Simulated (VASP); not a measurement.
Level of theory: r2SCAN meta-GGA, VASP's PBE PAW potentials (set 64) (plane waves; VASP 6.6.1).

VASP input:

**KPOINTS**
```
Automatic mesh
0
G
 10 10 10
```

INCAR:
```
! general
SYSTEM =TiB2
PREC   =Accurate
ENCUT  =600
LREAL  =.FALSE.
LASPH  =.TRUE.   ! aspherical one-centre terms

! electronic loop
EDIFF  =1E-7
NELM   =100
ALGO   =Normal   ! blocked Davidson
LMAXMIX=4   ! l cut-off of mixed one-centre charges
LMIXTAU=.TRUE.

! smearing
ISMEAR =1
SIGMA  =0.1

! functional
METAGGA=R2SCAN

! ions
ISIF   =2   ! forces and stress, cell fixed

! output
LWAVE  =.FALSE.
LCHARG =.FALSE.
```

File POSCAR:
```
TiB2
1.0
  1.5130117337  -2.6206132217   0.0000000000
  1.5130117337   2.6206132217   0.0000000000
  0.0000000000   0.0000000000   3.2295490429
Ti B
1 2
Direct
  1.0000000000   0.0000000000   0.0000000000
  0.3333330000   0.6666670000   0.5000000000
  0.6666670000   0.3333330000   0.5000000000
```

POTCAR, in this order: Ti_sv B (PBE.64 set). Program: vasp_std.

Problem. What does the run give for the energy per atom (σ→0), band gap (on the k-mesh)?

Solution. 
| Quantity | Result |
|---|---|
| energy per atom (σ→0) | -10.324 eV/atom |
| band gap (on the k-mesh) | none (metal, semimetal or under 0.01 eV) |

OSZICAR:
```
...
DAV:  16    -0.309714264580E+02   -0.85593E-04   -0.61217E-05  2794   0.107E-01    0.133E-02
DAV:  17    -0.309714448161E+02   -0.18358E-04   -0.13765E-05  2479   0.430E-02    0.266E-03
DAV:  18    -0.309714446296E+02    0.18648E-06   -0.23946E-06  2800   0.214E-02    0.959E-04
DAV:  19    -0.309714453920E+02   -0.76238E-06   -0.15525E-07  1835   0.548E-03    0.701E-04
DAV:  20    -0.309714446677E+02    0.72433E-06   -0.55869E-08  1172   0.306E-03    0.550E-04
DAV:  21    -0.309714450948E+02   -0.42712E-06   -0.25594E-08  1132   0.189E-03    0.484E-04
DAV:  22    -0.309714450327E+02    0.62075E-07   -0.31928E-09  1142   0.777E-04
   1 F= -.30971445E+02 E0= -.30971102E+02  d E =-.102773E-02
```

The compound is TiB2 in the AlB2 type structure. It was relaxed first.
